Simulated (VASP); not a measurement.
# LaSiRu: Pt into a neighbouring Si vacancy, part 3 of 5

Wanted: the minimum-energy path in LaSiRu for this move: Pt into a neighbouring Si vacancy. The start is a cell from a database of measured crystal structures.

VASP 6.6.1, plane waves and PAW; the level of theory is named at each step.

So far. Step 2 (Relax the host): The run ended after 12 ionic steps, 0.042 eV below its first step, once forces and stress met EDIFFG = -0.02.

## Step 3: Relax the start (continued)

Level of this step: PBEsol; plane waves and PAW (La, Ru, Si, Pt) (VASP).

OUTCAR, selected parts (step 3):

```text
 Found     14 irreducible k-points:

   k-points           NKPTS =     14   k-points in BZ     NKDIM =     14   number of bands    NBANDS=    116

   dimension x,y,z NGX =    40 NGY =   40 NGZ =   40
   dimension x,y,z NGXF=    80 NGYF=   80 NGZF=   80

   ENCUT  =  280.0 eV  20.58 Ry    4.54 a.u.  12.56 12.56 12.56*2*pi/ulx,y,z

   NELECT =     186.0000    total number of electrons

 E-fermi :   9.0597

 k-point     1 :       0.0000    0.0000    0.0000
  band No.  band energies     occupation
    ...
     88       8.8838      2.07001
     89       8.9634      1.87596
     90       9.0336      1.28901
     91       9.0461      1.15218
     92       9.0826      0.74503
     93       9.1898     -0.01074
     94       9.4563     -0.00119
     95       9.5203     -0.00012
     96       9.5519     -0.00004
     97       9.6588     -0.00000
    ...

 k-point     2 :       0.3333    0.0000   -0.0000
  band No.  band energies     occupation
    ...
     88       8.4583      2.00000
     89       8.6021      2.00014
     90       8.6317      2.00041
     91       8.9022      2.05913
     92       9.0232      1.39803
     93       9.1238      0.34442
     94       9.1694      0.05938
     95       9.2382     -0.07053
     96       9.3281     -0.02970
     97       9.5281     -0.00009
    ...

  Total        3.7345833      5.3854809     -4.2847153     -0.0093583      0.0417961      0.0457752
  in kB       12.0071029     17.3149235    -13.7758388     -0.0300879      0.1343790      0.1471725
  external PRESSURE =       5.1820625 kB  Pullay stress =       0.0000000 kB

  energy-cutoff  :      280.00
  volume of cell :      498.33
      direct lattice vectors                 reciprocal lattice vectors
    -4.213344074  4.213344074  7.017794597     0.000000000  0.118670584  0.071247454
     4.213344074 -4.213344074  7.017794597     0.118670584  0.000000000  0.071247454
     4.213344074  4.213344074 -7.017794597     0.118670584  0.118670584  0.000000000

 POSITION                                       TOTAL-FORCE (eV/Angst)
 -----------------------------------------------------------------------------------
     -0.00039      2.10366      2.13252        -0.000136     -0.001567     -0.011000
     -0.00040      2.10402      9.19257        -0.001393      0.000645     -0.005271
     -0.00203      6.31965      2.17020        -0.000995     -0.002493      0.021450
      4.21031      2.10579      2.26339         0.000884     -0.004043     -0.025981
      2.08404      0.08604      4.93137        -0.005029      0.014703      0.009580
     -2.08956      4.12439      4.92838         0.015086     -0.011493      0.013083
      2.08324      4.12440      4.92925        -0.008160     -0.009016      0.010592
      2.12536      4.30093     -2.08714         0.008289      0.014240      0.010173
      2.10788      2.10543     -0.00509         0.001464     -0.018500     -0.019060
      2.17139      2.10525      7.10650        -0.015444     -0.018505      0.006845
      2.04030      6.31836      0.08095         0.008147     -0.015916      0.012123
      6.31443      2.10496     -0.00854         0.028906     -0.016038     -0.020025
     -0.00175      0.01059      0.00857        -0.004241      0.000977     -0.042195
      4.21295      4.21015     -0.00313        -0.011848     -0.001805      0.019634
     -0.00077      4.19816      0.00484        -0.014796      0.023106     -0.033126
     -0.00066      4.20877      7.00695        -0.008110      0.031883      0.032524
      4.21317     -2.10857      5.82631        -0.011417     -0.010546     -0.034918
      4.21119      2.10580     -1.15117        -0.011185     -0.012093      0.042856
      2.11771      0.00302      1.17173        -0.021788      0.025851      0.004637
      2.09606     -0.01203      8.19254         0.026330      0.005801      0.005537
      2.11398      4.20554      1.17320        -0.009179     -0.006173      0.007838
      6.30593      0.00646      1.17391         0.027569      0.021974      0.004056
      4.20907      2.10654      5.27555         0.007047     -0.010989     -0.009353
 -----------------------------------------------------------------------------------
    total drift:                               -0.019248     -0.003830      0.063664

  FREE ENERGIE OF THE ION-ELECTRON SYSTEM (eV)
  ---------------------------------------------------
  free  energy   TOTEN  =      -179.4815906915 eV

  energy  without entropy=     -179.4764618755  energy(sigma->0) =     -179.47988109

 total charge
# of ion       s       p       d       f       tot
--------------------------------------------------
    1        2.070   5.568   0.895   0.166   8.699
    2        2.067   5.589   0.827   0.154   8.637
    3        2.071   5.580   0.847   0.173   8.671
    4        2.060   5.605   0.806   0.163   8.634
    5        2.076   5.577   0.852   0.179   8.684
    6        2.076   5.577   0.853   0.178   8.684
    7        2.076   5.577   0.852   0.179   8.684
    8        2.076   5.577   0.853   0.178   8.684
    9        0.603   0.707   6.943   0.000   8.252
   10        0.582   0.575   6.873   0.000   8.029
   11        0.581   0.575   6.873   0.000   8.029
   12        0.603   0.708   6.943   0.000   8.253
   13        0.591   0.664   6.893   0.000   8.148
   14        0.580   0.597   6.902   0.000   8.079
   15        0.591   0.664   6.894   0.000   8.150
   16        0.580   0.596   6.900   0.000   8.076
   17        0.770   0.907   0.000   0.000   1.677
   18        0.779   0.910   0.000   0.000   1.689
   19        0.775   0.917   0.000   0.000   1.692
   20        0.775   0.918   0.000   0.000   1.692
   21        0.775   0.918   0.000   0.000   1.692
   22        0.775   0.917   0.000   0.000   1.692
   23        0.859   0.511   8.039   0.000   9.409
--------------------------------------------------
tot         26.791  55.733  70.044   1.370 153.939

[... 1 part as in an earlier step ...]

[... 7 further parts left out ...]
```

Step by step:

```
step  energy less that of the first step (eV)  largest force (eV/Å)
   1                                   0.0000                4.7248
   2                                  -0.8916                1.8424
   3                                  -1.0212                1.2827
   4                                  -1.0242                1.1751
   5                                  -1.2150                0.6824
   6                                  -1.3811                0.7085
   7                                  -1.4773                0.3580
   8                                  -1.4835                0.2940
   9                                  -1.5081                0.1627
  10                                  -1.5154                0.1534
  11                                  -1.5163                0.1532
  12                                  -1.5251                0.0879
  13                                  -1.5263                0.0806
  14                                  -1.5265                0.0861
  15                                  -1.5293                0.0463
```

The atoms that moved most (Å):

```
atom      dx      dy      dz  length
Pt23  -0.009  -0.015  -0.525   0.525
 La5  -0.008   0.089   0.157   0.181
 La6   0.005  -0.090   0.150   0.175
 La7  -0.008  -0.084   0.145   0.168
 La8   0.024   0.062   0.126   0.143
Ru11  -0.109   0.021   0.089   0.142
Ru10   0.073  -0.006   0.084   0.112
 La1  -0.007  -0.019  -0.108   0.110
```

Final coordinates:

```xyz
23
Lattice="-4.2133 4.2133 7.0178 4.2133 -4.2133 7.0178 4.2133 4.2133 -7.0178" Properties=species:S:1:pos:R:3 pbc="T T T"
La   -0.0004    2.1037    2.1325
La   -0.0004    2.1040    9.1926
La   -0.0020    6.3196    2.1702
La    4.2103    2.1058    2.2634
La    2.0840    0.0860    4.9314
La   -2.0896    4.1244    4.9284
La    2.0832    4.1244    4.9292
La    2.1254    4.3009   -2.0871
Ru    2.1079    2.1054   -0.0051
Ru    2.1714    2.1053    7.1065
Ru   -2.1730    2.1050    7.0987
Ru    2.1011   -2.1084    7.0093
Ru   -0.0017    0.0106    0.0086
Ru   -0.0004   -0.0032    7.0147
Ru   -0.0008    4.1982    0.0048
Ru    4.2127   -0.0046   -0.0108
Si    4.2132   -2.1086    5.8263
Si    4.2112    2.1058   -1.1512
Si    2.1177    0.0030    1.1717
Si    2.0961   -0.0120    8.1925
Si    2.1140    4.2055    1.1732
Si    6.3059    0.0065    1.1739
Pt    4.2091    2.1065    5.2755
```

This step gave:

* electronic cycles: 298
* electrons: 186
* free energy (TOTEN): -179.4816 eV
* energy at zero smearing: -179.4799 eV
* Fermi energy: 9.060 eV

The run ended after 15 ionic steps, 1.529 eV below its first step, once the forces on the free atoms met EDIFFG = -0.05.

(Part 3 of 5 ends here.)

[Lines on the potential files, build, host, timing and source positions are cut from VASP's logs without a mark.]

[Logs are printed without paths, hosts, clocks, repeated set-up lines and the standing remarks that a program may print on its own settings, such as how far it seeks lower states.]

[Hosts, paths, dates, database ids (printed as entryN), source tags and the programs' standing remarks are cut or masked in the printed files.]

[Runs that stopped without an error message from VASP are left out.]
